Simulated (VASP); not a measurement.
V:

```
V
1.0
    -1.47500    1.47500    1.47500
     1.47500   -1.47500    1.47500
     1.47500    1.47500   -1.47500
V
1
Direct
  0.00000 0.00000 0.00000
```

The cell was built by a generator and needn't be a form met in nature.

- Program: VASP 6.6.1
- Task: relaxation of cell and atoms
- Functional: r2SCAN
- Potentials or basis: VASP PAW PBE potentials, release 64 (V_sv)
- Cutoff: 600 eV
- k mesh: 20 × 20 × 20
- Occupations: methfessel-paxton, width 0.1 eV
- Spin: no spin polarisation

At the start: pressure 7.4 GPa; volume 12.84 Å³/atom.

Problem. How do energy, volume and symmetry change on relaxing?

Solution. Over 4 steps the energy falls by 10.5 meV/atom and the volume is 13.30 Å³/atom (+3.6 %); space group Im-3m (No. 229, to 0.05 Å).

Step by step:
| step | energy change (eV) | largest force (eV/Å) | pressure (GPa) | volume (Å³) |
| --- | --- | --- | --- | --- |
| 1 | 0.0000 | 0.0000 | 7.45 | 12.84 |
| 2 | 0.0086 | 0.0000 | -8.76 | 13.98 |
| 3 | -0.0105 | 0.0000 | -0.10 | 13.31 |
| 4 | -0.0105 | 0.0000 | 0.05 | 13.30 |

Final structure:
```yaml
crystal:
  lattice:
    - [-1.49254, 1.49254, 1.49254]
    - [1.49254, -1.49254, 1.49254]
    - [1.49254, 1.49254, -1.49254]
  atoms:
    - { symbol: V, position: [0.00000, 0.00000, 0.00000] }
```

Caveat: the PAW data sets were made with another functional, which shifts forces and pressure a little.
